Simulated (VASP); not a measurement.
Here is the system:

```
Li
1.0
   -1.69186     1.69186     1.69186
    1.69186    -1.69186     1.69186
    1.69186     1.69186    -1.69186
Li
1
Direct
  0.00000   0.00000   0.00000
```

These are revTPSS meta-GGA, VASP's PBE PAW potentials (set 64) (plane waves; VASP) values and carry that method's errors. Settings: 520 eV cut-off, 17×17×17 Γ-centred mesh, tetrahedra with Blöchl corrections, potentials Li_sv.

Problem. Tabulate the total density of states (states/eV per cell) against energy (eV; zero at the valence-band maximum or, without a gap, the Fermi level).

Solution. 
```
E (eV) | DOS (states/eV)
    -9.98 |  0.00
    -9.86 |  0.00
    -9.62 |  0.00
    -9.50 |  0.00
    -9.26 |  0.00
    -9.14 |  0.00
    -8.90 |  0.00
    -8.78 |  0.00
    -8.66 |  0.00
    -8.42 |  0.00
    -8.30 |  0.00
    -8.06 |  0.00
    -7.94 |  0.00
    -7.82 |  0.00
    -7.58 |  0.00
    -7.46 |  0.00
    -7.22 |  0.00
    -7.10 |  0.00
    -6.86 |  0.00
    -6.74 |  0.00
    -6.62 |  0.00
    -6.38 |  0.00
    -6.26 |  0.00
    -6.02 |  0.00
    -5.90 |  0.00
    -5.78 |  0.00
    -5.54 |  0.00
    -5.42 |  0.00
    -5.18 |  0.00
    -5.06 |  0.00
    -4.82 |  0.00
    -4.70 |  0.00
    -4.58 |  0.00
    -4.34 |  0.00
    -4.22 |  0.00
    -3.98 |  0.00
    -3.86 |  0.00
    -3.74 |  0.00
    -3.50 | #### 0.09
    -3.38 | ##### 0.11
    -3.14 | ####### 0.15
    -3.02 | ######## 0.17
    -2.78 | ######### 0.19
    -2.66 | ########## 0.21
    -2.54 | ########## 0.22
    -2.30 | ########### 0.24
    -2.18 | ############ 0.25
    -1.94 | ############ 0.27
    -1.82 | ############# 0.28
    -1.70 | ############# 0.29
    -1.46 | ############## 0.31
    -1.34 | ############### 0.32
    -1.10 | ################ 0.34
    -0.98 | ################ 0.35
    -0.74 | ################# 0.37
    -0.62 | ################# 0.38
    -0.50 | ################## 0.39
    -0.26 | #################### 0.42
    -0.14 | #################### 0.44
     0.10 | ######################## 0.52
     0.22 | ########################## 0.57
     0.34 | ########################### 0.58
     0.58 | ######################## 0.51
     0.70 | ####################### 0.49
     0.94 | ##################### 0.44
     1.06 | ################### 0.42
     1.30 | ################# 0.36
     1.42 | ################ 0.34
     1.54 | ############### 0.32
     1.78 | ############# 0.27
     1.90 | ########### 0.23
     2.14 | ######## 0.17
     2.26 | ####### 0.15
     2.38 | ###### 0.13
     2.62 | #### 0.09
     2.74 | #### 0.08
     2.98 | ###### 0.13
     3.10 | ####### 0.16
     3.34 | ############### 0.32
     3.46 | ############################## 0.65
```
Within 2 eV below the Fermi level the largest weight inside VASP's projection spheres is Li p, then Li s.

The compound is Li in the bcc structure. It was relaxed first, which changed the volume by -9 %.
